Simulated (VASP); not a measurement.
A convergence study with VASP on BeSe (zinc blende): one setting is varied, all else stays as given below, so the limit is that of these other settings.

```yaml
crystal:
  lattice:
    - [0.00000, 2.57000, 2.57000]
    - [2.57000, 0.00000, 2.57000]
    - [2.57000, 2.57000, 0.00000]
  atoms:
    - { symbol: Be, position: [0.00000, 0.00000, 0.00000] }
    - { symbol: Se, position: [0.25000, 0.25000, 0.25000] }
```

The numbers are results of PBE GGA, VASP's PBE PAW potentials (set 64) (plane waves; VASP 6.6.1), not measurements. The tightest run used: 600 eV cut-off, 8×8×8 Γ-centred mesh, Gaussian smearing of 0.010 eV, potentials Be Se.

The reference is ENCUT = 600, which took about 2 core-minutes. Times come from single runs on busy shared machines, so they are rough: good to a factor of about 2.

Question: Of the settings ENCUT = 200; ENCUT = 300; ENCUT = 400; ENCUT = 500; ENCUT = 600, which is the lowest that keeps the difference from the reference in highest Γ mode (cm⁻¹) within 1 from there on, and what does it cost?

Answer: ENCUT = 300; its cost over the reference is about 1/3.
| setting | difference in highest Γ mode (cm⁻¹) | cost over the reference |
|---|---|---|
| ENCUT = 200 | 5.2 | about 1/3 |
| ENCUT = 300 | 0.4 | about 1/3 |
| ENCUT = 400 | 0.2 | about 1/2 |
| ENCUT = 500 | 0.0 | within a factor of 2 |
| ENCUT = 600 | 0.0 | reference |

Left out are rungs that failed or repeat a setting and relaxations that didn't move; long series are thinned to 24 rows.

The compound is BeSe in the zinc blende structure. The cell was not relaxed at this level.
